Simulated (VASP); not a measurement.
# Relaxed cell of Zr (Zirconium): a test of cutoff and mesh

How far does the relaxed cell of Zr (Zirconium) depend on cutoff and k mesh? The starting structure is a measured crystal structure from the Crystallography Open Database. The first relaxation on each setting starts from this cell expanded by 3 % in volume.

Method: Kohn-Sham DFT with plane waves and PAW; PBEsol, in VASP 6.6.1.

### Step 1. The starting structure

The structure is hexagonal, space group P6_3/mmc (No. 194). The conventional cell has a = 3.232 Å, b = 3.232 Å, c = 5.147 Å, α = 90.00°, β = 90.00°, γ = 120.00°. Nearest to Zr lie 12 Zr at 3.18 to 3.23 Å.

Structure file:

```xyz
2
Lattice="3.2320 0.0000 0.0000 -1.6160 2.7990 0.0000 0.0000 0.0000 5.1470" Properties=species:S:1:pos:R:3 pbc="T T T"
Zr    1.6160    0.9330    3.8603
Zr    0.0000    1.8660    1.2868
```

### Step 2. Reference relaxation

This run starts from the cell of an earlier relaxation, which isn't shown; the restart sets up the plane waves anew.

INCAR reads:

```
SYSTEM = Zr
PREC = Accurate
ENCUT = 450
EDIFF = 1E-06
NELM = 100
ISMEAR = 1
SIGMA = 0.15
LREAL = .FALSE.
ALGO = Normal
GGA = PS
NBANDS = 18
LORBIT = 11
LWAVE = .FALSE.
LCHARG = .FALSE.
KPAR = 4
IBRION = 2
NSW = 50
ISIF = 3
EDIFFG = -0.004
```

POSCAR reads:

```
Zr
1.0
    3.1861362611      0.0000000000      0.0000000000
   -1.5930681305      2.7592749420      0.0000000000
    0.0000000000      0.0000000000      5.1159544203
Zr
2
Direct
    0.6666666667      0.3333333333      0.7500000000
    0.3333333333      0.6666666667      0.2500000000
```

KPOINTS reads:

```
Automatic mesh
0
Gamma
16 16 10
0 0 0
```

PAW data sets: Zr_sv (PBE family, release 64).

Run with:

```console
> mpirun -np 4 vasp_std
```

The log of the run:

```text
[banner, memory and clock lines left out]
running    4 mpi-ranks, on    1 nodes
 distrk:  each k-point on    1 cores,    4 groups
 distr:  one band on    1 cores,    1 groups

 POSCAR found type information on POSCAR Zr
 POSCAR found :  1 types and       2 ions
|                                                                             |
|               ----> ADVICE to this user running VASP <----                  |
|                                                                             |
|     You enforced a specific xc type in the INCAR file but a different       |
|     [... a line on the potential file left out ...]
|     I HOPE YOU KNOW WHAT YOU ARE DOING!                                     |
|                                                                             |

 LDA part: xc-table for (Slater+PW92), standard interpolation
 POSCAR, INCAR and KPOINTS ok, starting setup
 FFT: planning ... GRIDC
 FFT: planning ... GRID_SOFT
 FFT: planning ... GRID
 WAVECAR not read
 entering main loop
       N       E                     dE             d eps       ncg     rms          rms(c)
DAV:   1     0.195156119204E+03    0.19516E+03   -0.12484E+04  6488   0.119E+03
DAV:   2    -0.423712802053E+01   -0.19939E+03   -0.19634E+03  7706   0.361E+02
DAV:   3    -0.186424628775E+02   -0.14405E+02   -0.14294E+02 11776   0.692E+01
DAV:   4    -0.189417132844E+02   -0.29925E+00   -0.29901E+00  7630   0.107E+01
DAV:   5    -0.189507483830E+02   -0.90351E-02   -0.90318E-02  9560   0.125E+00    0.160E+01
DAV:   6    -0.182915055265E+02    0.65924E+00   -0.99018E-01  7008   0.780E+00    0.644E+00
DAV:   7    -0.181587001772E+02    0.13281E+00   -0.65742E-01  9394   0.546E+00    0.116E+00
DAV:   8    -0.181627377783E+02   -0.40376E-02   -0.36424E-02  8454   0.154E+00    0.287E-01
DAV:   9    -0.181630339973E+02   -0.29622E-03   -0.16379E-03  8390   0.378E-01    0.285E-02
DAV:  10    -0.181630081366E+02    0.25861E-04   -0.48230E-05  9332   0.404E-02    0.241E-02
DAV:  11    -0.181630090390E+02   -0.90233E-06   -0.96393E-06  7086   0.362E-02
   1 F= -.18163009E+02 E0= -.18163838E+02  d E =-.181630E+02
 curvature:   0.00 expect dE= 0.000E+00 dE for cont linesearch  0.000E+00
 trial: gam= 0.00000 g(F)=  0.413E-48 g(S)=  0.175E-05 ort = 0.000E+00 (trialstep = 0.100E+01)
 search vector abs. value=  0.175E-05
 reached required accuracy - stopping structural energy minimisation
```

Elapsed: 9.6 s, on 4 MPI ranks of Intel Xeon 6975P-C (Granite Rapids), shared host; peak memory 0.85 GiB; 36 s of CPU time.

The logs omit lines about the potential files and the build; timing stands in the text.

From OUTCAR (step 2):

```text
ion  position               nearest neighbor table
   1  0.667  0.333  0.750-   2 3.15   2 3.15   2 3.15   2 3.15   2 3.15   2 3.15
   2  0.333  0.667  0.250-   1 3.15   1 3.15   1 3.15   1 3.15   1 3.15   1 3.15

  LATTYP: Found a hexagonal cell.
 ALAT       =     3.1861362611
 C/A-ratio  =     1.6056922872

 Subroutine GETGRP returns: Found 24 space group operations
 (whereof 12 operations were pure point group operations)

The static configuration has the point symmetry D_3d.
 The point group associated with its full space group is D_6h.

 Found    180 irreducible k-points:

   k-points           NKPTS =    180   k-points in BZ     NKDIM =    180   number of bands    NBANDS=     18

   dimension x,y,z NGX =    24 NGY =   24 NGZ =   36
   dimension x,y,z NGXF=    48 NGYF=   48 NGZF=   72

   ENCUT  =  450.0 eV  33.07 Ry    5.75 a.u.   5.51  5.51  8.85*2*pi/ulx,y,z

   NELECT =      24.0000    total number of electrons

 k-points in reciprocal lattice and weights: Automatic mesh
   0.00000000  0.00000000  0.00000000       0.000
   0.06250000 -0.00000000  0.00000000       0.002
   0.12500000 -0.00000000  0.00000000       0.002
   0.18750000 -0.00000000  0.00000000       0.002
   0.25000000 -0.00000000  0.00000000       0.002
   0.31250000  0.00000000  0.00000000       0.002
   0.37500000 -0.00000000  0.00000000       0.002
   0.43750000 -0.00000000  0.00000000       0.002
   0.50000000 -0.00000000  0.00000000       0.001
[...]
0.37500000  0.25000000  0.50000000       0.002
   0.31250000  0.31250000  0.50000000       0.002

 average (electrostatic) potential at core
       1 -73.9573       2 -73.9573

 E-fermi :   9.2681

 k-point     1 :       0.0000    0.0000    0.0000
  band No.  band energies     occupation
    ...
      6     -16.9086      2.00000
      7     -16.8931      2.00000
      8     -16.8931      2.00000
      9       3.5209      2.00000
     10       6.1143      2.00000
     11      10.1305     -0.00000
     12      10.1305     -0.00000
     13      10.2070     -0.00000
     14      10.5084     -0.00000
     15      10.8403     -0.00000
    ...

 k-point     2 :       0.0625   -0.0000    0.0000
  band No.  band energies     occupation
    ...
      6     -16.9253      2.00000
      7     -16.9141      2.00000
      8     -16.8972      2.00000
      9       3.6365      2.00000
     10       6.2219      2.00000
     11       9.7933     -0.00001
     12      10.2378     -0.00000
     13      10.2656     -0.00000
     14      10.4792     -0.00000
     15      10.7372     -0.00000
    ...

 k-point     3 :       0.1250   -0.0000    0.0000
  band No.  band energies     occupation
    ...
      6     -17.0155      2.00000
      7     -16.9307      2.00000
      8     -16.9094      2.00000
      9       3.9704      2.00000
     10       6.5188      2.00000
     11       9.3507      0.20625
     12       9.6728     -0.00091
     13      10.4374     -0.00000
     14      10.5556     -0.00000
     15      10.8354     -0.00000
    ...

  Total        0.0041750      0.0041750      0.0061345      0.0000000      0.0000000      0.0000000
  in kB        0.1487242      0.1487242      0.2185258      0.0000000      0.0000000      0.0000000
  external PRESSURE =       0.1719914 kB  Pullay stress =       0.0000000 kB

  energy-cutoff  :      450.00
  volume of cell :       44.98
      direct lattice vectors                 reciprocal lattice vectors
     3.186136261  0.000000000  0.000000000     0.313859772  0.181207024  0.000000000
    -1.593068131  2.759274942  0.000000000     0.000000000  0.362414048  0.000000000
     0.000000000  0.000000000  5.115954420     0.000000000  0.000000000  0.195466949

 POSITION                                       TOTAL-FORCE (eV/Angst)
 -----------------------------------------------------------------------------------
      1.59307      0.91976      3.83697         0.000000      0.000000      0.000000
     -0.00000      1.83952      1.27899        -0.000000     -0.000000      0.000000
 -----------------------------------------------------------------------------------
    total drift:                                0.000000     -0.000000      0.000000

  FREE ENERGIE OF THE ION-ELECTRON SYSTEM (eV)
  ---------------------------------------------------
  free  energy   TOTEN  =       -18.1630090390 eV

  energy  without entropy=      -18.1654949478  energy(sigma->0) =      -18.16383768

 reached required accuracy - stopping structural energy minimisation

 total charge
# of ion       s       p       d       tot
------------------------------------------
    1        2.241   5.957   1.664   9.863
    2        2.241   5.957   1.664   9.863
--------------------------------------------------
tot          4.483  11.914   3.329  19.726

[... 3 further parts left out ...]
```

CONTCAR:

```
Zr
   1.00000000000000
     3.1861362611000001    0.0000000000000000    0.0000000000000000
    -1.5930681305000001    2.7592749419999998    0.0000000000000000
     0.0000000000000000    0.0000000000000000    5.1159544202999996
  Zr
     2
Direct
     0.6666666667000030    0.3333333332999970    0.7500000000000000
     0.3333333332999970    0.6666666667000030    0.2500000000000000
```

The PAW data sets were made with PBE, which is usual practice but a small mismatch for other functionals. The run keeps the 24 symmetry operations of its start, so it cannot find a distortion of lower symmetry.

The reference relaxation ends at 22.488 Å³ an atom. Pressures at 0.985 and 1.015 times this volume, from two more relaxations that aren't shown, give a bulk modulus of 99.4 GPa.

### Step 3. Relaxation with a cutoff of 230 eV

Against step 2 the input has ENCUT = 230. This run starts from the cell of an earlier relaxation, which isn't shown; the restart sets up the plane waves anew.

INCAR: that of step 2 with these lines changed.

```diff
@@ -2,3 +2,3 @@
 PREC = Accurate
-ENCUT = 450
+ENCUT = 230
 EDIFF = 1E-06
```

POSCAR reads:

```
Zr
1.0
    3.1805056156      0.0000000000      0.0000000000
   -1.5902528078      2.7543986600      0.0000000000
    0.0000000000      0.0000000000      5.1052932252
Zr
2
Direct
    0.6666666667      0.3333333333      0.7500000000
    0.3333333333      0.6666666667      0.2500000000
```

KPOINTS is that of step 2.

Run with:

```console
> mpirun -np 4 vasp_std
```

The log of the run:

```text
[banner, memory and clock lines left out]
running    4 mpi-ranks, on    1 nodes
[...]
[... a notice as in an earlier step ...]

 LDA part: xc-table for (Slater+PW92), standard interpolation
 POSCAR, INCAR and KPOINTS ok, starting setup
[...]
entering main loop
       N       E                     dE             d eps       ncg     rms          rms(c)
DAV:   1     0.107665042407E+03    0.10767E+03   -0.93046E+03  7186   0.755E+02
DAV:   2    -0.810280605424E+01   -0.11577E+03   -0.11369E+03  8094   0.255E+02
DAV:   3    -0.187666652213E+02   -0.10664E+02   -0.10609E+02 11418   0.472E+01
DAV:   4    -0.189267943638E+02   -0.16013E+00   -0.15997E+00  7676   0.607E+00
[...]
DAV:  13    -0.181219109673E+02   -0.39152E-05   -0.11509E-07  3722   0.165E-03    0.521E-04
DAV:  14    -0.181219098576E+02    0.11097E-05   -0.50750E-08  3608   0.125E-03    0.176E-04
DAV:  15    -0.181219096221E+02    0.23547E-06   -0.20619E-08  3564   0.600E-04
   1 F= -.18121910E+02 E0= -.18122715E+02  d E =-.181219E+02
[... from here on, the cycles between the ionic steps are left out ...]
   2 F= -.18117737E+02 E0= -.18118378E+02  d E =0.417214E-02
   3 F= -.18124392E+02 E0= -.18125141E+02  d E =-.248228E-02
   4 F= -.18124393E+02 E0= -.18125141E+02  d E =-.248350E-02
   5 F= -.18124437E+02 E0= -.18125168E+02  d E =-.434919E-04
   6 F= -.18124439E+02 E0= -.18125166E+02  d E =-.455143E-04
[...]
reached required accuracy - stopping structural energy minimisation
```

It took 14 s on 4 MPI ranks; peak memory 0.61 GiB; 56 s of CPU time.

Parts of OUTCAR (step 3):

```text
  Total        0.0058835      0.0058835      0.0061926     -0.0000000      0.0000000      0.0000000
  in kB        0.2132896      0.2132896      0.2244927     -0.0000000      0.0000000      0.0000000
  external PRESSURE =       0.2170239 kB  Pullay stress =       0.0000000 kB

 POSITION                                       TOTAL-FORCE (eV/Angst)
 -----------------------------------------------------------------------------------
      1.58266      0.91375      3.82010         0.000000      0.000000      0.000000
     -0.00000      1.82750      1.27337        -0.000000     -0.000000      0.000000
 -----------------------------------------------------------------------------------
    total drift:                               -0.000000      0.000000     -0.000000

  FREE ENERGIE OF THE ION-ELECTRON SYSTEM (eV)
  ---------------------------------------------------
  free  energy   TOTEN  =       -18.1244386360 eV

  energy  without entropy=      -18.1266199239  energy(sigma->0) =      -18.12516573

[... 2 parts as in an earlier step ...]

[... 2 further parts left out ...]
[key lines of the parts left out:]
E-fermi :   9.4792
```

With a cutoff of 230 eV the cell ends at 22.098 Å³ an atom, -1.74 % from the reference, and since the restart alone still moved it by -1.2 % it may not have settled; the bulk modulus is 104.6 GPa against 99.4 GPa.

### Step 4. Relaxation with a 9×9×5 mesh

Against step 2 the input has a 9×9×5 mesh. This run starts from the cell of an earlier relaxation, which isn't shown; the restart sets up the plane waves anew.

INCAR: that of step 3 with these lines changed.

```diff
@@ -2,3 +2,3 @@
 PREC = Accurate
-ENCUT = 230
+ENCUT = 450
 EDIFF = 1E-06
```

POSCAR reads:

```
Zr
1.0
    3.1826681877      0.0000000000      0.0000000000
   -1.5913340938      2.7562715023      0.0000000000
    0.0000000000      0.0000000000      5.1298733017
Zr
2
Direct
    0.6666666667      0.3333333333      0.7500000000
    0.3333333333      0.6666666667      0.2500000000
```

KPOINTS reads:

```
Automatic mesh
0
Gamma
9 9 5
0 0 0
```

Run with:

```console
> mpirun -np 4 vasp_std
```

The log of the run:

```text
[... set-up lines as in an earlier step ...]
 entering main loop
       N       E                     dE             d eps       ncg     rms          rms(c)
DAV:   1     0.196511822118E+03    0.19651E+03   -0.12464E+04  1296   0.119E+03
DAV:   2    -0.440971684713E+01   -0.20092E+03   -0.19800E+03  1548   0.365E+02
DAV:   3    -0.186152891370E+02   -0.14206E+02   -0.14104E+02  2322   0.685E+01
DAV:   4    -0.189475338711E+02   -0.33224E+00   -0.33199E+00  1536   0.107E+01
[...]
DAV:  10    -0.181676243177E+02    0.27883E-04   -0.47935E-05  1814   0.415E-02    0.246E-02
DAV:  11    -0.181676254475E+02   -0.11298E-05   -0.99259E-06  1466   0.367E-02    0.229E-03
DAV:  12    -0.181676254385E+02    0.89326E-08   -0.31467E-07   826   0.412E-03
   1 F= -.18167625E+02 E0= -.18167214E+02  d E =-.181676E+02
[...]
reached required accuracy - stopping structural energy minimisation
```

Run time: 2.6 s. Hardware: 4 MPI ranks; peak memory 0.58 GiB.

From OUTCAR (step 4):

```text
  Total       -0.0000912     -0.0000912     -0.0005007     -0.0000000     -0.0000000      0.0000000
  in kB       -0.0032462     -0.0032462     -0.0178279     -0.0000000     -0.0000000      0.0000000
  external PRESSURE =      -0.0081068 kB  Pullay stress =       0.0000000 kB

 POSITION                                       TOTAL-FORCE (eV/Angst)
 -----------------------------------------------------------------------------------
      1.59133      0.91876      3.84740         0.000000      0.000000      0.000000
     -0.00000      1.83751      1.28247        -0.000000     -0.000000      0.000000
 -----------------------------------------------------------------------------------
    total drift:                               -0.000000      0.000000     -0.000000

  FREE ENERGIE OF THE ION-ELECTRON SYSTEM (eV)
  ---------------------------------------------------
  free  energy   TOTEN  =       -18.1676254385 eV

  energy  without entropy=      -18.1663901773  energy(sigma->0) =      -18.16721368

[... 1 part as in an earlier step ...]

[... 3 further parts left out ...]
[key lines of the parts left out:]
E-fermi :   9.2606
```

With a 9×9×5 mesh the cell ends at 22.500 Å³ an atom, +0.05 % from the reference; the bulk modulus is 99.4 GPa against 99.4 GPa.

(Part 1 of 2 ends here.)

[Lines on the potential files, build, host, timing and source positions are cut from VASP's logs without a mark.]

[Logs are printed without paths, hosts, clocks, repeated set-up lines and the standing remarks that a program may print on its own settings, such as how far it seeks lower states.]

[Hosts, paths, dates, database ids (printed as entryN), source tags and the programs' standing remarks are cut or masked in the printed files.]
